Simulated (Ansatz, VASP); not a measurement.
## Two plane-wave programs on BeAl2H2C

The input INCAR:

```
PREC = Accurate ; ENCUT = 600
EDIFF = 1E-7 ; ISMEAR = 0
SIGMA = 0.1 ; LREAL = F
LASPH = T ; NELM = 60
ALGO = Normal ; ISIF = 3
LWAVE = F ; LCHARG = F
GGA = PE ; IBRION = 2
NSW = 90 ; EDIFFG = -0.04
```

The input KPOINTS:

```
regular mesh
0
Gamma
  6 6 4
```

The input POSCAR:

```
BeAl2H2C
1.0
    3.7223774500      0.0000000000      0.0000000000
    0.0000000000      3.7223774500      0.0000000000
    0.0000000000      0.0000000000      5.0049869000
Be Al H C
1 2 2 1
Direct
    0.0000000000      0.0000000000      0.0000000000
    0.5000000000      0.5000000000      0.2536999900
    0.5000000000      0.5000000000      0.7463000100
    0.0000000000      0.5000000000      0.0000000000
    0.5000000000      0.0000000000      0.0000000000
    0.0000000000      0.0000000000      0.5000000000
```

Input for Ansatz:

```yaml
crystal:
  lattice:
    - [3.72237745, 0.0, 0.0]
    - [0.0, 3.72237745, 0.0]
    - [0.0, 0.0, 5.0049869]
  atoms:
    - { symbol: Be, position: [0.0, 0.0, 0.0] }
    - { symbol: Al, position: [0.5, 0.5, 0.25369999] }
    - { symbol: Al, position: [0.5, 0.5, 0.74630001] }
    - { symbol: H, position: [0.0, 0.5, 0.0] }
    - { symbol: H, position: [0.5, 0.0, 0.0] }
    - { symbol: C, position: [0.0, 0.0, 0.5] }
basis:
  ecutwfc: 420
kpoints:
  mp_grid: { grid: [6, 6, 4] }
hamiltonian:
  xc: pbe
scf:
  occupations: { method: gaussian, width: 0.1 }
  lower_state_search: "off"
output:
  forces: true
  stress: true
  eigenvalues: true
relax:
  adjacent_minimum: "off"
  f_tol: 0.04
  max_steps: 70
  cell: { stress_tol: 0.4 }
```

Change from the starting cell: species swapped into the LaAl2BRu2 type (P4/mmm, No. 123).

Alike in both runs: task relaxation of cell and atoms; functional PBE; k mesh 6 × 6 × 4; occupations gaussian, width 0.1 eV; no spin polarisation.

```csv
,VASP,Ansatz
version,VASP 6.6.1,Ansatz 0.2.0
potentials or method,"VASP PAW PBE potentials, release 64 (Be, Al, H, C)","scalar-relativistic, plane waves, PAW"
plane-wave cutoff (eV),600,420
valence electrons in the cell,14,14
```

```csv
,VASP,Ansatz,Ansatz less VASP
"gap on the k mesh at the Fermi level, each at its own relaxed structure (eV)",none,none,-
relaxed volume (Å³/atom),8.66,8.68,+0.026
relaxed cell length with the largest relative difference (Å),3.273,3.277,+0.0046
energy change over the relaxation (meV/atom),-196,-195,+0.6
```

A gap of «none» marks a metal or a gap that the smearing closes.

Caveats: the volume moved by over 15 % at a fixed basis, so the end points are rough (VASP).
